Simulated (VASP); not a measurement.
Level of theory: PBEsol GGA, VASP's PBE PAW potentials (set 64) (plane waves; VASP 6.6.1).

Input for VASP

### INCAR
```
SYSTEM = Tm
PREC = Accurate
ENCUT = 530
EDIFF = 1E-7
NELM = 100
ALGO = Normal
LREAL = .FALSE.
LASPH = .TRUE.
ISMEAR = 1
SIGMA = 0.1
GGA = PS
LMAXMIX = 6
LWAVE = .FALSE.
LCHARG = .FALSE.
IBRION = 6
ISIF = 3
NFREE = 2
POTIM = 0.015
NSW = 1
```

### KPOINTS
```
Automatic mesh
0
Gamma
11 11 6
0 0 0
```

**POSCAR**
```
Tm
1.0
  1.7509026644  -3.0326524422   0.0000000000
  1.7509026644   3.0326524422   0.0000000000
  0.0000000000   0.0000000000   5.3989870461
Tm
2
Cart
  1.7509026644   1.0108861692   1.3497467615
  1.7509026644  -1.0108861692   4.0492402846
```

POTCAR, in this order: Tm_3 (PBE.64 set). Program: vasp_std.

Output

### OSZICAR
```
...
DAV:   8    -0.980358768257E+01   -0.18106E-07   -0.32321E-08  3747   0.230E-03
   8 F= -.98035877E+01 E0= -.98045949E+01  d E =0.302159E-02
       N       E                     dE             d eps       ncg     rms          rms(c)
DAV:   1    -0.983113800703E+01   -0.27550E-01   -0.64345E-01  7625   0.612E+00    0.870E-01
DAV:   2    -0.981244773741E+01    0.18690E-01   -0.29279E-02  8981   0.206E+00    0.470E-01
DAV:   3    -0.980351703167E+01    0.89307E-02   -0.12091E-02  9734   0.109E+00    0.245E-01
DAV:   4    -0.980360763171E+01   -0.90600E-04   -0.16950E-03  8446   0.364E-01    0.717E-02
DAV:   5    -0.980358815904E+01    0.19473E-04   -0.10989E-04 10684   0.110E-01    0.104E-02
DAV:   6    -0.980358773814E+01    0.42090E-06   -0.98195E-06 10071   0.383E-02    0.620E-03
DAV:   7    -0.980358772914E+01    0.89979E-08   -0.43536E-07  6809   0.843E-03
   9 F= -.98035877E+01 E0= -.98045949E+01  d E =0.302165E-02
       N       E                     dE             d eps       ncg     rms          rms(c)
DAV:   1    -0.980814941489E+01   -0.45617E-02   -0.57290E-01  6244   0.615E+00    0.554E-01
DAV:   2    -0.980375783756E+01    0.43916E-02   -0.21386E-02  8130   0.195E+00    0.325E-01
DAV:   3    -0.980241668032E+01    0.13412E-02   -0.55383E-03  8518   0.744E-01    0.117E-01
DAV:   4    -0.980316907068E+01   -0.75239E-03   -0.96680E-04  7843   0.270E-01    0.548E-02
DAV:   5    -0.980361264340E+01   -0.44357E-03   -0.79904E-05  8720   0.969E-02    0.872E-03
DAV:   6    -0.980364747152E+01   -0.34828E-04   -0.75538E-06  7402   0.230E-02    0.352E-03
DAV:   7    -0.980366753450E+01   -0.20063E-04   -0.52475E-07  6801   0.924E-03    0.357E-04
DAV:   8    -0.980366687967E+01    0.65483E-06   -0.52615E-08  3562   0.240E-03    0.199E-04
DAV:   9    -0.980366730228E+01   -0.42261E-06   -0.10871E-08  3507   0.176E-03    0.373E-05
DAV:  10    -0.980366736055E+01   -0.58262E-07   -0.46488E-09  3437   0.106E-03
  10 F= -.98036674E+01 E0= -.98046796E+01  d E =0.303668E-02
       N       E                     dE             d eps       ncg     rms          rms(c)
DAV:   1    -0.982870301733E+01   -0.25036E-01   -0.64707E-01  6513   0.605E+00    0.814E-01
DAV:   2    -0.981212324059E+01    0.16580E-01   -0.28452E-02  7759   0.204E+00    0.470E-01
DAV:   3    -0.980356912326E+01    0.85541E-02   -0.11582E-02  8719   0.105E+00    0.187E-01
DAV:   4    -0.980367479837E+01   -0.10568E-03   -0.12469E-03  6808   0.296E-01    0.619E-02
DAV:   5    -0.980366725925E+01    0.75391E-05   -0.50541E-05  8918   0.886E-02    0.396E-03
DAV:   6    -0.980366737420E+01   -0.11495E-06   -0.32282E-06  7330   0.154E-02    0.373E-03
DAV:   7    -0.980366736263E+01    0.11572E-07   -0.94019E-08  3899   0.488E-03
  11 F= -.98036674E+01 E0= -.98046796E+01  d E =0.303667E-02
       N       E                     dE             d eps       ncg     rms          rms(c)
DAV:   1    -0.981214719724E+01   -0.84798E-02   -0.45657E-01  6855   0.503E+00    0.557E-01
DAV:   2    -0.980626599748E+01    0.58812E-02   -0.18426E-02  7944   0.160E+00    0.323E-01
DAV:   3    -0.980318479995E+01    0.30812E-02   -0.57261E-03  8678   0.751E-01    0.101E-01
DAV:   4    -0.980347578138E+01   -0.29098E-03   -0.85811E-04  7662   0.254E-01    0.436E-02
DAV:   5    -0.980364779348E+01   -0.17201E-03   -0.63025E-05  8904   0.860E-02    0.689E-03
DAV:   6    -0.980366048925E+01   -0.12696E-04   -0.53051E-06  7187   0.191E-02    0.223E-03
DAV:   7    -0.980366845787E+01   -0.79686E-05   -0.20636E-07  4553   0.602E-03    0.253E-04
DAV:   8    -0.980366859507E+01   -0.13720E-06   -0.39103E-08  3507   0.302E-03    0.153E-04
DAV:   9    -0.980366866149E+01   -0.66424E-07   -0.13534E-08  3422   0.198E-03
  12 F= -.98036687E+01 E0= -.98046795E+01  d E =0.303237E-02
       N       E                     dE             d eps       ncg     rms          rms(c)
DAV:   1    -0.982866508732E+01   -0.24996E-01   -0.67499E-01  6575   0.615E+00    0.839E-01
DAV:   2    -0.981213673069E+01    0.16528E-01   -0.28706E-02  7987   0.207E+00    0.467E-01
DAV:   3    -0.980358039981E+01    0.85563E-02   -0.11228E-02  8599   0.104E+00    0.177E-01
DAV:   4    -0.980367391028E+01   -0.93510E-04   -0.12828E-03  7010   0.306E-01    0.658E-02
DAV:   5    -0.980366887198E+01    0.50383E-05   -0.47124E-05  8915   0.836E-02    0.391E-03
DAV:   6    -0.980366879342E+01    0.78564E-07   -0.27855E-06  7535   0.143E-02    0.331E-03
DAV:   7    -0.980366877188E+01    0.21544E-07   -0.97594E-08  3819   0.468E-03
  13 F= -.98036688E+01 E0= -.98046796E+01  d E =0.303235E-02
       N       E                     dE             d eps       ncg     rms          rms(c)
DAV:   1    -0.980526853051E+01   -0.15997E-02   -0.61798E-01  8015   0.898E+00    0.355E-01
DAV:   2    -0.980644383678E+01   -0.11753E-02   -0.46156E-02  7529   0.212E+00    0.222E-01
DAV:   3    -0.980481125989E+01    0.16326E-02   -0.43114E-03 10615   0.722E-01    0.365E-02
DAV:   4    -0.980496056464E+01   -0.14930E-03   -0.54413E-04  8940   0.203E-01    0.148E-02
DAV:   5    -0.980498301792E+01   -0.22453E-04   -0.30845E-05 10251   0.659E-02    0.246E-03
DAV:   6    -0.980498588222E+01   -0.28643E-05   -0.83544E-07  7764   0.111E-02    0.749E-04
DAV:   7    -0.980498691615E+01   -0.10339E-05   -0.44601E-08  3988   0.385E-03    0.310E-04
DAV:   8    -0.980498705728E+01   -0.14112E-06   -0.15899E-08  3767   0.218E-03    0.144E-04
DAV:   9    -0.980498711700E+01   -0.59721E-07   -0.79629E-09  3577   0.169E-03
  14 F= -.98049871E+01 E0= -.98060570E+01  d E =0.320961E-02
       N       E                     dE             d eps       ncg     rms          rms(c)
DAV:   1    -0.979842445003E+01    0.65626E-02   -0.90224E-01  7716   0.117E+01    0.983E-02
DAV:   2    -0.980479153263E+01   -0.63671E-02   -0.63704E-02  6651   0.233E+00    0.608E-02
DAV:   3    -0.980499071897E+01   -0.19919E-03   -0.21045E-03 10312   0.514E-01    0.418E-02
DAV:   4    -0.980498758849E+01    0.31305E-05   -0.54465E-05 10008   0.137E-01    0.700E-03
DAV:   5    -0.980498736231E+01    0.22618E-06   -0.28224E-06  8202   0.218E-02    0.278E-03
DAV:   6    -0.980498712791E+01    0.23440E-06   -0.82799E-07  8024   0.180E-02    0.798E-04
DAV:   7    -0.980498712590E+01    0.20068E-08   -0.54053E-08  3697   0.260E-03
  15 F= -.98049871E+01 E0= -.98060570E+01  d E =0.320961E-02
       N       E                     dE             d eps       ncg     rms          rms(c)
DAV:   1    -0.980032485630E+01    0.46623E-02   -0.76239E-01  2921   0.112E+01    0.156E-01
DAV:   2    -0.980446424865E+01   -0.41394E-02   -0.45306E-02  2486   0.213E+00    0.531E-02
DAV:   3    -0.980458680381E+01   -0.12256E-03   -0.14722E-03  3481   0.447E-01    0.163E-02
DAV:   4    -0.980458940149E+01   -0.25977E-05   -0.33171E-05  2922   0.567E-02    0.968E-03
DAV:   5    -0.980459118100E+01   -0.17795E-05   -0.31995E-06  3013   0.227E-02    0.133E-03
DAV:   6    -0.980459177477E+01   -0.59377E-06   -0.34368E-07  2556   0.593E-03    0.626E-04
DAV:   7    -0.980459241070E+01   -0.63593E-06   -0.30106E-08  1681   0.270E-03    0.125E-04
DAV:   8    -0.980459245861E+01   -0.47907E-07   -0.97723E-09  1552   0.171E-03
  16 F= -.98045925E+01 E0= -.98056575E+01  d E =0.319511E-02
       N       E                     dE             d eps       ncg     rms          rms(c)
DAV:   1    -0.979846063963E+01    0.61318E-02   -0.13246E+00  2870   0.147E+01    0.297E-01
DAV:   2    -0.980436532092E+01   -0.59047E-02   -0.76489E-02  2388   0.262E+00    0.837E-02
DAV:   3    -0.980458969108E+01   -0.22437E-03   -0.27526E-03  3505   0.592E-01    0.195E-02
DAV:   4    -0.980459249616E+01   -0.28051E-05   -0.49136E-05  2867   0.726E-02    0.114E-02
DAV:   5    -0.980459263004E+01   -0.13388E-06   -0.42734E-06  3128   0.196E-02    0.194E-03
DAV:   6    -0.980459260883E+01    0.21212E-07   -0.53980E-07  2730   0.701E-03
  17 F= -.98045926E+01 E0= -.98056576E+01  d E =0.319491E-02
```

**OUTCAR**
```
------------------------ aborting loop because EDIFF is reached ----------------------------------------
  FORCE on cell =-STRESS in cart. coord.  units (eV):
  Direction    XX          YY          ZZ          XY          YZ          ZX
  --------------------------------------------------------------------------------------
  Total       -0.0123908     -0.0123908     -0.0054548      0.0000000     -0.0000000      0.0000000
  in kB       -0.3462438     -0.3462439     -0.1524279      0.0000000     -0.0000000      0.0000000
  external PRESSURE =      -0.2816385 kB  Pullay stress =       0.0000000 kB
  volume of cell :       57.34
      direct lattice vectors                 reciprocal lattice vectors
     1.750902664 -3.032652442  0.000000000     0.285566988 -0.164872174  0.000000000
     1.750902664  3.032652442  0.000000000     0.285566988  0.164872174  0.000000000
     0.000000000  0.000000000  5.398987046     0.000000000  0.000000000  0.185219929
 POSITION                                       TOTAL-FORCE (eV/Angst)
 -----------------------------------------------------------------------------------
      1.75090      1.01089      1.33475         0.000000      0.000000      0.076538
      1.75090     -1.01089      4.04924        -0.000000     -0.000000     -0.076538
 -----------------------------------------------------------------------------------
    total drift:                                0.000001      0.000056     -0.002068
  FREE ENERGIE OF THE ION-ELECTRON SYSTEM (eV)
  ---------------------------------------------------
  free  energy   TOTEN  =        -9.8045926088 eV

  energy  without entropy=       -9.8077875206  energy(sigma->0) =       -9.80565758

   1 f  =    3.841898 THz    24.139357 2PiTHz  128.151921 cm-1    15.888806 meV
             X         Y         Z           dx          dy          dz
      1.750903  1.010886  1.349747    -0.000000    0.000000   -0.707107
      1.750903 -1.010886  4.049240     0.000000    0.000000    0.707107

   2 f  =    2.164806 THz    13.601880 2PiTHz   72.210170 cm-1     8.952916 meV
             X         Y         Z           dx          dy          dz
      1.750903  1.010886  1.349747    -0.000000    0.707107    0.000000
      1.750903 -1.010886  4.049240     0.000000   -0.707107    0.000000

   3 f  =    2.164806 THz    13.601880 2PiTHz   72.210169 cm-1     8.952916 meV
             X         Y         Z           dx          dy          dz
      1.750903  1.010886  1.349747     0.707107   -0.000000   -0.000000
      1.750903 -1.010886  4.049240    -0.707107   -0.000000    0.000000

   4 f  =    0.000000 THz     0.000000 2PiTHz    0.000000 cm-1     0.000000 meV
             X         Y         Z           dx          dy          dz
      1.750903  1.010886  1.349747    -0.616728    0.345900    0.000000
      1.750903 -1.010886  4.049240    -0.616728    0.345900    0.000000

   5 f/i=    0.000000 THz     0.000000 2PiTHz    0.000001 cm-1     0.000000 meV
             X         Y         Z           dx          dy          dz
      1.750903  1.010886  1.349747     0.000000   -0.000000    0.707107
      1.750903 -1.010886  4.049240    -0.000000    0.000000    0.707107

   6 f/i=    0.000000 THz     0.000000 2PiTHz    0.000001 cm-1     0.000000 meV
             X         Y         Z           dx          dy          dz
      1.750903  1.010886  1.349747    -0.345900   -0.616728   -0.000000
      1.750903 -1.010886  4.049240    -0.345900   -0.616728    0.000000

 ELASTIC MODULI CONTR FROM IONIC RELAXATION (kBar)
 Direction    XX          YY          ZZ          XY          YZ          ZX
 --------------------------------------------------------------------------------
 XX         -36.4897     36.4897      0.0000      0.0000     -0.0000      0.0000
 YY          36.4897    -36.4897     -0.0000     -0.0000     -0.0000      0.0000
 ZZ           0.0000     -0.0000     -0.0000     -0.0000      0.0000      0.0000
 XY           0.0000     -0.0000     -0.0000    -36.4897     -0.0000      0.0000
 YZ          -0.0000     -0.0000      0.0000     -0.0000     -0.0000      0.0000
 ZX           0.0000      0.0000      0.0000      0.0000      0.0000      0.0000
 --------------------------------------------------------------------------------

 TOTAL ELASTIC MODULI (kBar)
 Direction    XX          YY          ZZ          XY          YZ          ZX
 --------------------------------------------------------------------------------
 XX        1003.0063    295.8513    217.3829      0.0000     -0.0000     -0.0000
 YY         295.8513   1003.0064    217.3829     -0.0000     -0.0000      0.0000
 ZZ         217.3829    217.3829    946.9894     -0.0000      0.0000      0.0000
 XY           0.0000     -0.0000     -0.0000    353.5775     -0.0000      0.0000
 YZ          -0.0000     -0.0000      0.0000     -0.0000    372.0044      0.0000
 ZX          -0.0000      0.0000      0.0000      0.0000      0.0000    372.0043
 --------------------------------------------------------------------------------
```
(Selected blocks of OUTCAR.)

The 4f electrons are frozen in the core of the lanthanide potential, so 4f levels, which can set the real gap, and their magnetism are missing. Finite-difference elastic constants of metals are sensitive to mesh and smearing; shear constants can be off by tens of GPa.

The compound is Tm in the hcp structure. It was relaxed first.
